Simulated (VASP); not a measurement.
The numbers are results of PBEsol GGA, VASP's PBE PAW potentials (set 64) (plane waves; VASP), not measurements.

VASP input:

**INCAR**
```
ALGO  =  Normal
EDIFF  =  1E-6
EDIFFG  =  -0.02
ENCUT  =  520
GGA  =  PS
IBRION  =  2
ISIF  =  3
ISMEAR  =  0
LASPH  =  .TRUE.
LCHARG  =  .FALSE.
LREAL  =  .FALSE.
LWAVE  =  .FALSE.
NELM  =  100
NSW  =  60
PREC  =  Accurate
SIGMA  =  0.05
SYSTEM  =  SiO2
```

**POSCAR**
```
SiO2
1
    4.9420048630     0.0000000000     0.0000000000
   -2.4710024315     4.2799018999    -0.0000000000
    0.0000000000     0.0000000000     5.4575300653
Si O
3 6
Direct
  0.0000000000   0.4689416824   0.3333330000
  0.5310583176   0.5310583176   0.0000000000
  0.4689416824   0.0000000000   0.6666670000
  0.1438699590   0.7314242532   0.5481666151
  0.2685757468   0.4124457058   0.2148336151
  0.5875542942   0.8561300410   0.8814996151
  0.7314242532   0.1438699590   0.4518333849
  0.4124457058   0.2685757468   0.7851663849
  0.8561300410   0.5875542942   0.1185003849
```

KPOINTS:
```
Automatic mesh
0
G
 5 5 4
0 0 0
```

POTCAR, in this order: Si O (PBE.64 set). Program: vasp_std.

The resulting files:

### OSZICAR
```
       N       E                     dE             d eps       ncg     rms          rms(c)
DAV:   1     0.308117146656E+03    0.30812E+03   -0.25540E+04   994   0.152E+03
DAV:   2    -0.628305859092E+02   -0.37095E+03   -0.36346E+03  1295   0.341E+02
DAV:   3    -0.823474373027E+02   -0.19517E+02   -0.19460E+02  1151   0.884E+01
DAV:   4    -0.826052340993E+02   -0.25780E+00   -0.25738E+00  1172   0.109E+01
DAV:   5    -0.826102245431E+02   -0.49904E-02   -0.49890E-02  1141   0.149E+00    0.244E+01
DAV:   6    -0.740861746210E+02    0.85240E+01   -0.38362E+01  1136   0.343E+01    0.117E+01
DAV:   7    -0.740284080485E+02    0.57767E-01   -0.90126E-01  1182   0.526E+00    0.448E+00
DAV:   8    -0.740013546247E+02    0.27053E-01   -0.41985E-02  1156   0.174E+00    0.145E+00
DAV:   9    -0.740067856810E+02   -0.54311E-02   -0.15140E-02  1141   0.105E+00    0.347E-01
DAV:  10    -0.740084632459E+02   -0.16776E-02   -0.41744E-03  1141   0.372E-01    0.970E-02
DAV:  11    -0.740083627376E+02    0.10051E-03   -0.14494E-03  1156   0.227E-01    0.219E-02
DAV:  12    -0.740083672721E+02   -0.45346E-05   -0.47185E-05  1141   0.447E-02    0.150E-02
DAV:  13    -0.740083710402E+02   -0.37681E-05   -0.16718E-05  1151   0.230E-02    0.351E-03
DAV:  14    -0.740083714726E+02   -0.43238E-06   -0.61628E-07   738   0.513E-03
   1 F= -.74008371E+02 E0= -.74008371E+02  d E =-.740084E+02
       N       E                     dE             d eps       ncg     rms          rms(c)
DAV:   1    -0.740084533789E+02   -0.82339E-04   -0.92873E-02  1046   0.217E+00    0.124E-01
DAV:   2    -0.740085756799E+02   -0.12230E-03   -0.19791E-03  1210   0.289E-01    0.394E-02
DAV:   3    -0.740085423485E+02    0.33331E-04   -0.37834E-05  1156   0.505E-02    0.222E-02
DAV:   4    -0.740085327506E+02    0.95979E-05   -0.36144E-05  1136   0.451E-02    0.423E-03
DAV:   5    -0.740085333531E+02   -0.60253E-06   -0.59269E-06   995   0.162E-02
   2 F= -.74008533E+02 E0= -.74008533E+02  d E =-.161881E-03
       N       E                     dE             d eps       ncg     rms          rms(c)
DAV:   1    -0.740085397127E+02   -0.69621E-05   -0.32532E-03  1056   0.406E-01    0.218E-02
DAV:   2    -0.740085437313E+02   -0.40186E-05   -0.68651E-05  1205   0.540E-02    0.782E-03
DAV:   3    -0.740085424844E+02    0.12469E-05   -0.11947E-06   733   0.948E-03    0.457E-03
DAV:   4    -0.740085420739E+02    0.41044E-06   -0.16661E-06   678   0.100E-02
   3 F= -.74008542E+02 E0= -.74008542E+02  d E =-.170601E-03
       N       E                     dE             d eps       ncg     rms          rms(c)
DAV:   1    -0.740086936944E+02   -0.15121E-03   -0.72680E-03  1036   0.623E-01    0.375E-02
DAV:   2    -0.740086843264E+02    0.93679E-05   -0.85111E-05  1136   0.622E-02    0.212E-02
DAV:   3    -0.740086770111E+02    0.73154E-05   -0.79148E-06  1156   0.225E-02    0.456E-03
DAV:   4    -0.740086767963E+02    0.21479E-06   -0.10680E-06   688   0.802E-03
   4 F= -.74008677E+02 E0= -.74008677E+02  d E =-.134722E-03
       N       E                     dE             d eps       ncg     rms          rms(c)
DAV:   1    -0.740090502024E+02   -0.37319E-03   -0.65697E-02   986   0.187E+00    0.113E-01
DAV:   2    -0.740089640288E+02    0.86174E-04   -0.77446E-04  1136   0.188E-01    0.636E-02
DAV:   3    -0.740088973810E+02    0.66648E-04   -0.72951E-05  1292   0.676E-02    0.138E-02
DAV:   4    -0.740088955280E+02    0.18530E-05   -0.10724E-05  1126   0.241E-02    0.409E-03
DAV:   5    -0.740088957332E+02   -0.20524E-06   -0.43241E-07   703   0.516E-03
   5 F= -.74008896E+02 E0= -.74008896E+02  d E =-.353659E-03
```

### OUTCAR
```
------------------------ aborting loop because EDIFF is reached ----------------------------------------
  FORCE on cell =-STRESS in cart. coord.  units (eV):
  Direction    XX          YY          ZZ          XY          YZ          ZX
  --------------------------------------------------------------------------------------
  Total        0.0821113      0.0821113      0.0027566      0.0000000      0.0000000      0.0000000
  in kB        1.1397535      1.1397535      0.0382631      0.0000000      0.0000000      0.0000000
  external PRESSURE =       0.7725900 kB  Pullay stress =       0.0000000 kB
  volume of cell :      115.43
      direct lattice vectors                 reciprocal lattice vectors
     4.946127131  0.000000000 -0.000000000     0.202178386  0.116727742  0.000000000
    -2.473063566  4.283471889 -0.000000000    -0.000000000  0.233455483  0.000000000
    -0.000000000 -0.000000000  5.448051195    -0.000000000  0.000000000  0.183551873
 POSITION                                       TOTAL-FORCE (eV/Angst)
 -----------------------------------------------------------------------------------
      3.78479      2.01149      1.81602        -0.000590      0.001022     -0.000000
      1.31173      2.27198     -0.00000        -0.000590     -0.001022      0.000000
      2.32267      0.00000      3.63204         0.001180     -0.000000      0.000000
     -1.09557      3.13475      2.98826         0.003209      0.000026     -0.006264
      0.30608      1.76730      1.17225        -0.001627      0.002767     -0.006264
      0.78949      3.66489      4.80428        -0.001582     -0.002792     -0.006264
      3.26256      0.61858      2.45979        -0.001582      0.002792      0.006264
      1.37749      1.14872      4.27581         0.003209     -0.000026      0.006264
      2.77914      2.51617      0.64378        -0.001627     -0.002767      0.006264
 -----------------------------------------------------------------------------------
    total drift:                               -0.001754     -0.001779      0.000002
  FREE ENERGIE OF THE ION-ELECTRON SYSTEM (eV)
  ---------------------------------------------------
  free  energy   TOTEN  =       -74.0088957332 eV

  energy  without entropy=      -74.0088957332  energy(sigma->0) =      -74.00889573

 reached required accuracy - stopping structural energy minimisation
```
(Selected blocks of OUTCAR.)

**CONTCAR**
```
SiO2
   1.00000000000000
     4.9461271312648289    0.0000000000000000   -0.0000000000000000
    -2.4730635656324145    4.2834718892962469   -0.0000000000000000
    -0.0000000000000000   -0.0000000000000000    5.4480511946941386
  Si              O
     3     6
Direct
     0.9999999999999970    0.4695935772671650    0.3333330000000032
     0.5304064227328319    0.5304064227328350    0.0000000000000000
     0.4695935772671710    0.0000000000000000    0.6666669999999968
     0.1444105949561169    0.7318239025331430    0.5485007754421500
     0.2681760974668519    0.4125866924229702    0.2151677754421469
     0.5874133075770313    0.8555894050438866    0.8818337754421461
     0.7318239025331444    0.1444105949561134    0.4514992245578499
     0.4125866924229737    0.2681760974668569    0.7848322245578532
     0.8555894050438816    0.5874133075770296    0.1181662245578538
```

File OUTCAR:
```
 val. band max:        0.8500950382   @ k =   0.4000   0.2000   0.0000

 cond. band min:       6.5686473303   @ k =   0.0000   0.0000   0.0000


 Fermi energy:         1.1416713698

 k-point     1 :       0.0000    0.0000    0.0000
  band No.  band energies     occupation
      1     -18.3976      2.00000
      2     -16.8915      2.00000
      3     -16.8915      2.00000
      4     -16.2476      2.00000
      5     -16.2255      2.00000
      6     -16.2255      2.00000
      7      -7.3451      2.00000
      8      -7.3451      2.00000
      9      -4.5221      2.00000
     10      -4.5147      2.00000
     11      -4.3220      2.00000
     12      -4.3220      2.00000
     13      -2.0408      2.00000
     14      -2.0408      2.00000
     15      -1.8039      2.00000
     16      -1.5653      2.00000
     17      -0.5978      2.00000
     18      -0.5977      2.00000
     19      -0.5765      2.00000
     20      -0.1361      2.00000
     21      -0.1360      2.00000
     22       0.1664      2.00000
     23       0.5517      2.00000
     24       0.5518      2.00000
     25       6.5686      0.00000
     26       9.8888      0.00000
     27       9.8888      0.00000
     28      10.3544      0.00000
     29      10.3544      0.00000

 k-point     2 :       0.2000    0.0000    0.0000
  band No.  band energies     occupation
      1     -18.2830      2.00000
      2     -17.0215      2.00000
      3     -16.8758      2.00000
      4     -16.2841      2.00000
      5     -16.2470      2.00000
      6     -16.2279      2.00000
      7      -7.3976      2.00000
      8      -7.0916      2.00000
      9      -4.5625      2.00000
     10      -4.5453      2.00000
     11      -4.4633      2.00000
     12      -4.1137      2.00000
     13      -2.2021      2.00000
     14      -1.9588      2.00000
     15      -1.7689      2.00000
     16      -1.3516      2.00000
     17      -0.9755      2.00000
     18      -0.6548      2.00000
     19      -0.6007      2.00000
...
```

The structure comes from a computed database's SiO2 entry (P3_221); how it stands against other phases isn't given here. This run relaxes it. Symmetry was kept, so distortions that lower it aren't found. The start is the result of an earlier pass.
